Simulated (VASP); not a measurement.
These are PBE GGA, VASP's PBE PAW potentials (set 64) (plane waves; VASP 6.6.1) values and carry that method's errors.

Input for VASP

### INCAR
```
! general
SYSTEM =PbS
PREC   =Accurate
ENCUT  =520   ! plane-wave cut-off (eV)
LREAL  =.False.   ! projection in real space or not
LASPH  =.True.   ! aspherical one-centre terms
ICHARG =11   ! fixed density

! electronic loop
EDIFF  =1E-7   ! SCF stop (eV)
NELM   =100
ALGO   =Normal
LMAXMIX=4

! smearing
ISMEAR =0
SIGMA  =0.05   ! width (eV)

! functional
GGA    =PE

! output
LWAVE  =.False.
LCHARG =.False.
LORBIT =11   ! lm-projected
```

KPOINTS:
```
k-points along high-symmetry lines
15
Line-mode
Reciprocal
  0.000000   0.000000   0.000000 ! GAMMA
  0.500000   0.000000   0.500000 ! X

  0.500000   0.000000   0.500000 ! X
  0.625000   0.250000   0.625000 ! U

  0.375000   0.375000   0.750000 ! K
  0.000000   0.000000   0.000000 ! GAMMA

  0.000000   0.000000   0.000000 ! GAMMA
  0.500000   0.500000   0.500000 ! L

  0.500000   0.500000   0.500000 ! L
  0.500000   0.250000   0.750000 ! W

  0.500000   0.250000   0.750000 ! W
  0.500000   0.000000   0.500000 ! X
```

POSCAR:
```
PbS
1
    0.0000000000     3.0024808369     3.0024808369
    3.0024808369     0.0000000000     3.0024808369
    3.0024808369     3.0024808369     0.0000000000
Pb S
1 1
Direct
  0.0000000000   0.0000000000   0.0000000000
  0.5000000000   0.5000000000   0.5000000000
```

POTCAR, in this order: Pb_d S (PBE.64 set). Program: vasp_std. Read from the step before: CHGCAR.

Output of the run:

### OSZICAR
```
       N       E                     dE             d eps       ncg     rms          rms(c)
DAV:   1     0.157601824798E+03    0.15760E+03   -0.98358E+03  2528   0.148E+03
DAV:   2     0.355380559573E+01   -0.15405E+03   -0.15057E+03  2670   0.355E+02
DAV:   3    -0.907991586446E+01   -0.12634E+02   -0.12401E+02  3398   0.106E+02
DAV:   4    -0.939429833653E+01   -0.31438E+00   -0.31424E+00  2754   0.196E+01
DAV:   5    -0.940651902390E+01   -0.12221E-01   -0.12220E-01  3564   0.375E+00
DAV:   6    -0.940706529826E+01   -0.54627E-03   -0.54627E-03  3316   0.658E-01
DAV:   7    -0.940707159774E+01   -0.62995E-05   -0.62995E-05  3650   0.645E-02
DAV:   8    -0.940707166556E+01   -0.67827E-07   -0.67814E-07  3012   0.763E-03
   1 F= -.94070717E+01 E0= -.94070717E+01  d E =-.311609E-11
```

**OUTCAR**
```
 val. band max:        5.3076227754   @ k =   0.5000   0.5000   0.5000

 cond. band min:       5.8005780980   @ k =   0.5000   0.5000   0.5000



 k-point     1 :       0.0000    0.0000    0.0000
  band No.  band energies     occupation
      1     -11.4243      2.00000
      2     -11.4243      2.00000
      3     -11.4243      2.00000
      4     -11.4070      2.00000
      5     -11.4070      2.00000
      6      -7.9261      2.00000
      7      -0.7579      2.00000
      8       3.3529      2.00000
      9       3.3529      2.00000
     10       3.3529      2.00000
     11      10.4475      0.00000
     12      10.4475      0.00000
     13      10.4475      0.00000
     14      12.1678      0.00000

 k-point     2 :       0.0357    0.0000    0.0357
  band No.  band energies     occupation
      1     -11.4246      2.00000
      2     -11.4237      2.00000
      3     -11.4237      2.00000
      4     -11.4077      2.00000
      5     -11.4067      2.00000
      6      -7.9123      2.00000
      7      -0.8043      2.00000
      8       3.3365      2.00000
      9       3.3365      2.00000
     10       3.4285      2.00000
     11      10.1673      0.00000
     12      10.4035      0.00000
     13      10.4035      0.00000
     14      12.0500      0.00000

 k-point     3 :       0.0714    0.0000    0.0714
  band No.  band energies     occupation
      1     -11.4254      2.00000
      2     -11.4218      2.00000
      3     -11.4218      2.00000
      4     -11.4101      2.00000
      5     -11.4059      2.00000
      6      -7.8707      2.00000
      7      -0.9309      2.00000
      8       3.2883      2.00000
      9       3.2883      2.00000
     10       3.6366      2.00000
     11       9.5171      0.00000
     12      10.3045      0.00000
     13      10.3045      0.00000
     14      11.7732      0.00000

 k-point     4 :       0.1071    0.0000    0.1071
  band No.  band energies     occupation
      1     -11.4266      2.00000
...
```

The density is held fixed in this step, so its total energy and stress have no physical meaning. Unless said otherwise, spin-orbit coupling is left out, though it shifts the bands of the heavy elements here.

The compound is PbS in the rock salt structure. It was relaxed first.
